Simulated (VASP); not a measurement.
Set up this calculation in VASP 6.6.1, as the native input.

| Item | Value |
| --- | --- |
| Task | single point |
| Functional | r2SCAN |
| Potentials or basis | VASP PAW PBE potentials, release 64 (Sc_sv, In_d, Te, Se) |
| Cutoff | 520 eV |
| k mesh | 4 × 4 × 4 |
| Occupations | gaussian, width 0.03 eV |
| Spin | no spin polarisation |
| Further INCAR settings | ALGO = Normal; EDIFF = 1e-06; NBANDS = 86 |

The structure of ScInTeSe lies in POSCAR:

```
ScInTeSe
1.0
    8.3744100000      0.0000000000      0.0000000000
    0.0000000000      8.3744100000      0.0000000000
    0.0000000000      0.0000000000      7.1362000000
Sc In Te Se
4 4 4 4
Direct
    0.5000000000      0.0000000000      0.7431910000
    0.5000000000      0.0000000000      0.2568090000
    0.0000000000      0.5000000000      0.7431910000
    0.0000000000      0.5000000000      0.2568090000
    0.0000000000      0.0000000000      0.7380580000
    0.0000000000      0.0000000000      0.2619420000
    0.5000000000      0.5000000000      0.2619420000
    0.5000000000      0.5000000000      0.7380580000
    0.6838990000      0.8161010000      0.0000000000
    0.3161010000      0.1838990000      0.0000000000
    0.1838990000      0.6838990000      0.0000000000
    0.8161010000      0.3161010000      0.0000000000
    0.6606380000      0.1606380000      0.5000000000
    0.3393620000      0.8393620000      0.5000000000
    0.8393620000      0.6606380000      0.5000000000
    0.1606380000      0.3393620000      0.5000000000
```

The cell was built by a generator and needn't be a form met in nature.

One way to write it, as run:

INCAR

```
ALGO     = Normal         # electronic algorithm
EDIFF    = 1E-6           # SCF threshold, eV
ENCUT    = 520            # plane-wave cutoff, eV
ISIF     = 2              # what is computed and relaxed
ISMEAR   = 0              # smearing method
KPAR     = 8            
LASPH    = T              # aspherical terms in the spheres
LCHARG   = F              # write CHGCAR
LMIXTAU  = T            
LREAL    = F              # projectors in reciprocal space
LWAVE    = F              # write WAVECAR
METAGGA  = R2SCAN         # meta-GGA
NBANDS   = 86             # bands
NELM     = 150            # most SCF steps
PREC     = Accurate       # precision mode
SIGMA    = 0.03           # smearing width, eV
```

KPOINTS

```
k-points
0
Gamma
  4 4 4
```

Potentials or basis: VASP PAW PBE potentials, release 64 (Sc_sv, In_d, Te, Se).

Launch:

```console
$ cat potpaw_PBE.64/Sc_sv/POTCAR potpaw_PBE.64/In_d/POTCAR potpaw_PBE.64/Te/POTCAR potpaw_PBE.64/Se/POTCAR > POTCAR
$ mpirun -np 8 vasp_std > vasp.out
```

Results of the run:

```json
{
 "Pressure": "-0.4 GPa",
 "Largest force": "0.099 eV/Å",
 "Band gap on the k mesh": "0.85 eV, indirect (least direct gap 1.19 eV)"
}
```

Caveat: the PAW data sets were made with another functional, which shifts forces and pressure a little; spin-orbit coupling is left out, which moves the levels of the heavy elements.

Run time: 12 min on 8 MPI ranks on AMD EPYC 9R45 96-Core Processor (Zen 5) (shared host), peak memory 0.99 GiB a rank.
